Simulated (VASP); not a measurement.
Consider the following.

```yaml
crystal:
  lattice:
    - [-1.65241, 1.65241, 1.65241]
    - [1.65241, -1.65241, 1.65241]
    - [1.65241, 1.65241, -1.65241]
  atoms:
    - { symbol: Ta, position: [0.00000, 0.00000, 0.00000] }
```

Computed with PBE GGA with D4 dispersion, VASP's PBE PAW potentials (set 64) (plane waves; VASP). Numerical set-up: 520 eV cut-off, Gaussian smearing of 0.050 eV, potentials Ta_pv.

Unless said otherwise, spin-orbit coupling is left out, though it shifts the bands of the heavy elements here.

### Question
Predict the band gap (along the path) with the smallest direct gap where there is one.

### Answer

```
Property                                                     Result
-------------------------  ----------------------------------------
band gap (along the path)  none (metal, semimetal or under 0.01 eV)
```

The absolute energy has meaning only against runs of the same code, potentials and settings.

The compound is Ta in the bcc structure. It was relaxed first.
